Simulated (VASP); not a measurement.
An input for Quantum ESPRESSO's pw.x (written as the equivalent of a VASP run, and not itself run):

```
&CONTROL
  calculation = 'vc-relax'
  pseudo_dir = './pseudo'
  outdir = './out'
  tprnfor = .true.
  tstress = .true.
  nstep = 60
  forc_conv_thr = 0.00078
/
&SYSTEM
  ibrav = 0
  nat = 4
  ntyp = 2
  ecutwfc = 66
  occupations = 'smearing'
  smearing = 'methfessel-paxton'
  degauss = 0.00735
  input_dft = 'pbesol'
/
&ELECTRONS
  conv_thr = 7.3e-08
  electron_maxstep = 100
/
&IONS
/
&CELL
/
ATOMIC_SPECIES
  Zr 91.224 Zr.upf
  Si 28.085 Si.upf
CELL_PARAMETERS angstrom
     3.6498554    0.0000001    0.0000000
    -1.8249280    3.1608676   -0.0000000
     0.0000000    0.0000000    6.8946664
ATOMIC_POSITIONS crystal
  Zr   0.0000000  0.0000000  0.0000000
  Zr   0.0000000  0.0000000  0.5000000
  Si   0.3333330  0.6666670  0.2500000
  Si   0.6666670  0.3333330  0.7500000
K_POINTS automatic
  9 9 4 0 0 0
```

Problem. Translate this input to VASP (INCAR, KPOINTS, POSCAR, choice of POTCAR).

Solution. One answer among several that fit: 
INCAR:
```
LCHARG = .FALSE.
IBRION = 2   # conjugate gradients
LASPH = .TRUE.
ALGO = Normal   # blocked Davidson
NSW = 60
SYSTEM = ZrSi
SIGMA = 0.1   # width (eV)
LMAXMIX = 4
ENCUT = 400   # plane-wave cut-off (eV)
ISMEAR = 1
EDIFFG = -0.02   # ionic stop
ISIF = 3   # ions, shape and volume
GGA = PS   # PBEsol
LREAL = .FALSE.
NELM = 100   # most electronic steps
LWAVE = .FALSE.
PREC = Accurate
EDIFF = 1E-6
```

File KPOINTS:
```
Automatic mesh
0
Gamma
9 9 4
0 0 0
```

File POSCAR:
```
ZrSi
1
    3.6498554082     0.0000001032     0.0000000000
   -1.8249280191     3.1608675976    -0.0000000000
    0.0000000000     0.0000000000     6.8946664411
Zr Si
2 2
Direct
  0.0000000000   0.0000000000   0.0000000000
  0.0000000000   0.0000000000   0.5000000000
  0.3333330000   0.6666670000   0.2500000000
  0.6666670000   0.3333330000   0.7500000000
```

POTCAR, in this order: Zr_sv Si (PBE.64 set). Program: vasp_std.

Limits of the translation: the potentials are each code's own (VASP's PAW set, PseudoDojo norm-conserving files in pw.x), so ENCUT and ecutwfc are chosen apart and not converted; conv_thr bounds pw.x's estimated SCF error, while EDIFF bounds the energy change between steps; forc_conv_thr acts on force components and is met together with etot_conv_thr.

The structure was generated: ZrSi was put into the NiAs type (P6_3/mmc), which need not be its known phase. This run relaxes it. Symmetry was kept, so distortions that lower it aren't found. The start is the result of an earlier pass.
